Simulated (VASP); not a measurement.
An input for Ansatz (written as the equivalent of a VASP run, and not itself run):

Ansatz 0.2 input:
```yaml
crystal:
  lattice:
    - [2.8055054, 0.0000000, 0.0000000]
    - [0.0000000, 2.8055054, 0.0000000]
    - [0.0000000, 0.0000000, 4.0259123]
  atoms:
    - { symbol: Ti, position: [0.0000000, 0.0000000, 0.0000000] }
    - { symbol: Al, position: [0.5000000, 0.5000000, 0.5000000] }
kpoints:
  mp_grid: { grid: [14, 14, 10] }
hamiltonian:
  xc: pbe
  dispersion: d4
  pseudopotentials: { kind: paw }
scf:
  occupations: { method: tetrahedron }
  max_iter: 100
output: { forces: true, stress: true, eigenvalues: true }
```

**Question.** Write the VASP files for the same calculation (PBE-D4).

**Answer.** One answer among several that fit: 
POSCAR:
```
TiAl
1
    2.8055054406     0.0000000000     0.0000000000
    0.0000000000     2.8055054406     0.0000000000
    0.0000000000     0.0000000000     4.0259122790
Ti Al
1 1
Direct
  0.0000000000   0.0000000000   0.0000000000
  0.5000000000   0.5000000000   0.5000000000
```

**KPOINTS**
```
Regular mesh
0
Gamma
14 14 10
0 0 0
```

### INCAR
```
SYSTEM = TiAl
PREC = Accurate
ENCUT = 520
EDIFF = 1E-7
NELM = 100
ALGO = Normal
LREAL = .FALSE.
LASPH = .TRUE.
ISMEAR = -5
GGA = PE
IVDW = 13
LMAXMIX = 4
LWAVE = .FALSE.
LCHARG = .TRUE.
LORBIT = 11
NEDOS = 601
ISIF = 2
```

POTCAR, in this order: Ti_sv Al (PBE.64 set). Program: vasp_std.

What does not carry over: each code has its own PAW files, so the cut-off isn't converted (ENCUT is set for VASP's; basis.ecutwfc is left out, and Ansatz then takes the one that its files recommend); Ansatz stops its SCF on the density residual and VASP on the energy change (EDIFF).

The compound is TiAl in the L1_0 structure. It was relaxed first.
